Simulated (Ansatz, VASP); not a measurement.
## Cross-check of GePt7 (Pt(111)-(2x1)-Ge surface alloy) between VASP and Ansatz

One calculation is typed for both programs; each brings its own data sets. How far apart do they land? The cell is taken from a series of runs on this material, whose earlier steps may have relaxed, scaled, displaced or heated it; both programs get it as it stands.

Program: Ansatz 0.2.0. Level of theory: plane waves, with VASP 6.6.1 beside it; single point at r2SCAN. Results are calculated unless marked as measured.

## 1. Set-up

The cell holds 8 atoms: 7 Pt and 1 Ge. Cell: a = 5.544 Å, b = 2.772 Å, c = 24.090 Å, α = 90.0°, β = 90.0°, γ = 60.0°. Vacuum lies along c.

Coordinates:

```xyz
8
Lattice="5.5437 0.0000 0.0000 1.3859 2.4005 0.0000 0.0000 0.0000 24.0896" Properties=species:S:1:pos:R:3
Pt    0.0000    0.0000    8.5000
Pt    2.7719    0.0000    8.5000
Pt    1.3859    0.8002   10.7632
Pt    4.1578    0.8002   10.7632
Pt    2.7585    1.6069   13.2070
Pt    5.5236    1.6154   12.9889
Pt    5.2009    0.2042   15.3282
Ge    2.5287    0.1389   15.3516
```

## 2. VASP: single point, r2SCAN

With cell and atoms fixed, the geometry can't cause a difference; cores, projectors, grids and the points listed under the comparison can.

Lines of VASP's logs that name or quote its potential files are left out, and so is its time.

INCAR reads:

```
SYSTEM = GePt7
PREC = Accurate
ENCUT = 450
EDIFF = 1E-06
NELM = 120
ISMEAR = -1
SIGMA = 0.05
LREAL = .FALSE.
ALGO = Normal
METAGGA = R2SCAN
LASPH = .TRUE.
NBANDS = 52
LORBIT = 11
LWAVE = .FALSE.
LCHARG = .FALSE.
ISIF = 2
LDIPOL = .TRUE.
IDIPOL = 3
DIPOL = 0.5 0.5 0.495
LVHAR = .TRUE.
GGA_COMPAT = .FALSE.
NELMDL = -8
LMIXTAU = .TRUE.
```

POSCAR reads:

```
GePt7
1.0
    5.5437171645      0.0000000000      0.0000000000
    1.3859292911      2.4004999479      0.0000000000
    0.0000000000      0.0000000000     24.0896391657
Pt Ge
7 1
Direct
    0.0000000000      0.0000000000      0.3528487887
    0.5000000000      0.0000000000      0.3528487887
    0.1666666700      0.3333333300      0.4467984340
    0.6666666700      0.3333333300      0.4467984340
    0.3302289950      0.6694128773      0.5482455042
    0.8281285570      0.6729381119      0.5391892754
    0.9168963521      0.0850811016      0.6362997740
    0.4416759716      0.0578540102      0.6372706638
```

KPOINTS reads:

```
Automatic mesh
0
Gamma
12 24 1
0 0 0
```

PAW data sets: Pt and Ge_d (PBE family, release 64).

On the command line:

```console
export OMP_NUM_THREADS=3
mpirun -np 1 vasp_std
```

Numbers of over 12 decimals in the logs are rounded to 6 here.

What it wrote:

```text
[banner, memory and clock lines left out]
running    1 mpi-ranks, on    1 nodes
 distrk:  each k-point on    1 cores,    1 groups
 distr:  one band on    1 cores,    1 groups
 Offloading initialized ...    1 GPUs detected
 POSCAR found type information on POSCAR PtGe
 POSCAR found :  2 types and       8 ions
|                                                                             |
|               ----> ADVICE to this user running VASP <----                  |
|                                                                             |
|     You enforced a specific xc type in the INCAR file but a different       |
|     [... a line on the potential file left out ...]
|     I HOPE YOU KNOW WHAT YOU ARE DOING!                                     |
|                                                                             |

 LDA part: xc-table for (None), standard interpolation
 POSCAR, INCAR and KPOINTS ok, starting setup
 FFT: planning ... GRIDC
 FFT: planning ... GRID_SOFT
 FFT: planning ... GRID
 WAVECAR not read
 entering main loop
       N       E                     dE             d eps       ncg     rms          rms(c)
DAV:   1     0.335974097166E+03    0.33597E+03   -0.35658E+04 19780   0.176E+03
DAV:   2    -0.325352819590E+03   -0.66133E+03   -0.62904E+03 18416   0.500E+02
DAV:   3    -0.394086239256E+03   -0.68733E+02   -0.65405E+02 19072   0.108E+02
DAV:   4    -0.397704276363E+03   -0.36180E+01   -0.35706E+01 17544   0.317E+01
DAV:   5    -0.397866790663E+03   -0.16251E+00   -0.16236E+00 20184   0.553E+00
DAV:   6    -0.397872053596E+03   -0.52629E-02   -0.52625E-02 20028   0.957E-01
DAV:   7    -0.397872274364E+03   -0.22077E-03   -0.22076E-03 20840   0.161E-01
DAV:   8    -0.397872285832E+03   -0.11469E-04   -0.11468E-04 18348   0.336E-02    0.297E+01
DAV:   9    -0.374949729921E+03    0.22923E+02   -0.29147E+01 17472   0.286E+01    0.242E+01
DAV:  10    -0.393852997437E+03   -0.18903E+02   -0.13769E+02 22536   0.624E+01    0.365E+01
DAV:  11    -0.380849981244E+03    0.13003E+02   -0.11623E+02 22404   0.517E+01    0.254E+01
DAV:  12    -0.373253349490E+03    0.75966E+01   -0.25276E+01 17728   0.295E+01    0.865E+00
DAV:  13    -0.373943096781E+03   -0.68975E+00   -0.17021E+01 17028   0.229E+01    0.129E+01
DAV:  14    -0.372969325775E+03    0.97377E+00   -0.61018E+00 16800   0.147E+01    0.673E+00
[...]
DAV:  32    -0.372679587824E+03   -0.41108E-04   -0.10693E-05 15620   0.158E-02    0.984E-03
DAV:  33    -0.372679607205E+03   -0.19381E-04   -0.47988E-06 12068   0.110E-02    0.496E-03
DAV:  34    -0.372679618870E+03   -0.11665E-04   -0.13857E-06 11080   0.696E-03    0.424E-03
DAV:  35    -0.372679626235E+03   -0.73655E-05   -0.53674E-07 10416   0.397E-03    0.331E-03
DAV:  36    -0.372679633872E+03   -0.76369E-05   -0.20168E-06 10924   0.797E-03    0.455E-03
DAV:  37    -0.372679634928E+03   -0.10560E-05   -0.41297E-07 10108   0.434E-03    0.209E-03
DAV:  38    -0.372679636701E+03   -0.17727E-05   -0.57340E-07 10060   0.433E-03    0.909E-04
DAV:  39    -0.372679637186E+03   -0.48527E-06   -0.15576E-07  9920   0.249E-03
   1 F= -.37267964E+03 E0= -.37263512E+03  d E =-.890282E-01
```

Parts of OUTCAR (step 2):

```text
ion  position               nearest neighbor table
   1  0.000  0.000  0.353-   4 2.77   2 2.77   2 2.77   2 2.77   2 2.77   3 2.77   3 2.77
   2  0.500  0.000  0.353-   3 2.77   1 2.77   1 2.77   1 2.77   1 2.77   4 2.77   4 2.77
   3  0.167  0.333  0.447-   6 2.76   2 2.77   4 2.77   4 2.77   4 2.77   4 2.77   1 2.77   1 2.77
                             5 2.92   5 2.92
   4  0.667  0.333  0.447-   6 2.73   6 2.74   1 2.77   3 2.77   3 2.77   3 2.77   3 2.77   2 2.77
                             2 2.77   5 2.93
   5  0.330  0.669  0.548-   8 2.61   8 2.61   6 2.77   6 2.77   6 2.79   6 2.79   7 2.90   3 2.92
                             3 2.92   4 2.93
   6  0.828  0.673  0.539-   4 2.73   4 2.74   7 2.75   7 2.75   3 2.76   5 2.77   5 2.77   5 2.79
                             5 2.79   8 3.00
   7  0.917  0.085  0.636-   8 2.67   8 2.67   6 2.75   6 2.75   8 2.87   8 2.88   5 2.90
   8  0.442  0.058  0.637-   5 2.61   5 2.61   7 2.67   7 2.67   7 2.87   7 2.88   6 3.00

  LATTYP: Found a simple orthorhombic cell.
 ALAT       =     2.7718585822
 B/A-ratio  =     1.7320508076
 C/A-ratio  =     8.6907893932

 Subroutine GETGRP returns: Found  1 space group operations
 (whereof  1 operations were pure point group operations)

The static configuration has the point symmetry C_1 .

 Found    146 irreducible k-points:

   k-points           NKPTS =    146   k-points in BZ     NKDIM =    146   number of bands    NBANDS=     52

   dimension x,y,z NGX =    40 NGY =   20 NGZ =  168
   dimension x,y,z NGXF=    80 NGYF=   40 NGZF=  336

   ENCUT  =  450.0 eV  33.07 Ry    5.75 a.u.   9.59  4.79 41.67*2*pi/ulx,y,z

   NELECT =      84.0000    total number of electrons

 k-points in reciprocal lattice and weights: Automatic mesh
   0.00000000  0.00000000  0.00000000       0.003
   0.08333333  0.00000000  0.00000000       0.007
   0.16666667  0.00000000  0.00000000       0.007
   0.25000000  0.00000000  0.00000000       0.007
   0.33333333  0.00000000  0.00000000       0.007
   0.41666667  0.00000000  0.00000000       0.007
   0.50000000  0.00000000  0.00000000       0.003
   0.00000000  0.04166667  0.00000000       0.007
   0.08333333  0.04166667  0.00000000       0.007
[...]
0.41666667  0.50000000  0.00000000       0.007
   0.50000000  0.50000000  0.00000000       0.003

 dipolmoment           0.000000      0.000000     -0.051134 electrons x Angstroem

 average (electrostatic) potential at core
       1 -78.2072       2 -78.2666       3 -78.5244       4 -78.7244       5 -78.7965
       6 -78.7084       7 -78.3181       8 -83.8699

 E-fermi :   0.6711

 k-point     1 :       0.0000    0.0000    0.0000
  band No.  band energies     occupation
    ...
     38      -0.1674      2.00000
     39       0.3654      1.99559
     40       0.3726      1.99491
     41       0.4713      1.96390
     42       0.6049      1.58000
     43       0.7972      0.14880
     44       0.8892      0.02520
     45       0.9798      0.00416
     46       1.2985      0.00001
     47       1.5730      0.00000
    ...

 k-point     2 :       0.0833    0.0000    0.0000
  band No.  band energies     occupation
    ...
     38      -0.1701      2.00000
     39       0.1174      1.99997
     40       0.2899      1.99902
     41       0.3626      1.99583
     42       0.5772      1.73477
     43       0.7432      0.38238
     44       0.9189      0.01399
     45       1.2191      0.00003
     46       1.2995      0.00001
     47       1.6852      0.00000
    ...

 k-point     3 :       0.1667    0.0000    0.0000
  band No.  band energies     occupation
    ...
     39      -0.1195      2.00000
     40       0.1797      1.99989
     41       0.2995      1.99882
     42       0.4614      1.97032
     43       0.6209      1.46396
     44       0.7833      0.19197
     45       1.0074      0.00240
     46       1.0590      0.00085
     47       1.7283      0.00000
     48       1.9781      0.00000
    ...

  Total       -6.6730693     -4.5617662      1.9528475      1.8235780     -0.0124722      0.0105157
  in kB      -33.3505621    -22.7987242      9.7599109      9.1138498     -0.0623336      0.0525553
  external PRESSURE =     -15.4631251 kB  Pullay stress =       0.0000000 kB

  energy-cutoff  :      450.00
  volume of cell :      320.58
      direct lattice vectors                 reciprocal lattice vectors
     5.543717165  0.000000000  0.000000000     0.180384383 -0.104144972  0.000000000
     1.385929291  2.400499948  0.000000000     0.000000000  0.416579888  0.000000000
     0.000000000  0.000000000 24.089639166     0.000000000  0.000000000  0.041511622

 POSITION                                       TOTAL-FORCE (eV/Angst)
 -----------------------------------------------------------------------------------
      0.00000      0.00000      8.50000        -0.004753      0.002982     -0.499391
      2.77186      0.00000      8.50000        -0.003205      0.000345     -0.307006
      1.38593      0.80017     10.76321         0.133655     -0.079086      0.397608
      4.15779      0.80017     10.76321        -0.117641      0.074560      0.349091
      2.75846      1.60693     13.20704         0.004430      0.009548      0.030284
      5.52356      1.61539     12.98888        -0.018386     -0.003875      0.012307
      5.20093      0.20424     15.32823        -0.003310      0.000193     -0.005237
      2.52871      0.13888     15.35162         0.009211     -0.004667      0.022344
 -----------------------------------------------------------------------------------
    total drift:                                0.001711     -0.000516      0.002256

  FREE ENERGIE OF THE ION-ELECTRON SYSTEM (eV)
  ---------------------------------------------------
  free  energy   TOTEN  =      -372.6796371859 eV

  energy  without entropy=     -372.5906089463  energy(sigma->0) =     -372.63512307

 vacuum level on the upper side and lower side of the slab         5.722         6.416

 total charge
# of ion       s       p       d       tot
------------------------------------------
    1        0.632   0.462   8.031   9.125
    2        0.639   0.463   8.024   9.126
    3        0.618   0.558   8.075   9.250
    4        0.630   0.589   8.045   9.264
    5        0.634   0.568   8.103   9.305
    6        0.634   0.589   8.073   9.296
    7        0.602   0.428   8.157   9.187
    8        1.156   0.992  10.072  12.220
--------------------------------------------------
tot          5.544   4.649  66.580  76.773

[... 3 further parts left out ...]
```

(Part 1 of 2 ends here.)

[Lines on the potential files, build, host, timing and source positions are cut from VASP's logs without a mark.]

[Logs are printed without paths, hosts, clocks, repeated set-up lines and the standing remarks that a program may print on its own settings, such as how far it seeks lower states.]

[Hosts, paths, dates, database ids (printed as entryN), source tags and the programs' standing remarks are cut or masked in the printed files.]
